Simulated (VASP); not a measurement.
```xyz
4
Lattice="3.0659 0.0000 0.0000 -1.5330 2.6552 0.0000 0.0000 0.0000 5.7484" Properties=species:S:1:pos:R:3 pbc="T T T"
Rh     0.0000     1.7701     0.0501
Rh     1.5330     0.8851     2.9243
N      0.0000     1.7701     2.1056
N      1.5330     0.8851     4.9798
```

Method: PBEsol GGA, VASP's PBE PAW potentials (set 64) (plane waves; VASP). Numerical set-up: 520 eV cut-off, 13×13×6 Γ-centred mesh, tetrahedra with Blöchl corrections, potentials Rh_pv N.

The cores are frozen, which limits the accuracy of field gradients.

**Question.** Give the principal components of the electric field gradient (V/Å²) and the asymmetry η at each nucleus.

**Answer.** 
| atom | Vxx | Vyy | Vzz | η |
|---|---|---|---|---|
| Rh1 | 15.4 | 15.4 | -30.8 | 0.00 |
| Rh2 | 15.4 | 15.4 | -30.8 | 0.00 |
| N3 | -2.0 | -2.0 | 4.0 | 0.00 |
| N4 | -2.0 | -2.0 | 4.0 | 0.00 |

The structure was generated: RhN was put into the wurtzite type (P6_3mc), which need not be its known phase. It was relaxed first, which changed the volume by -21 %.
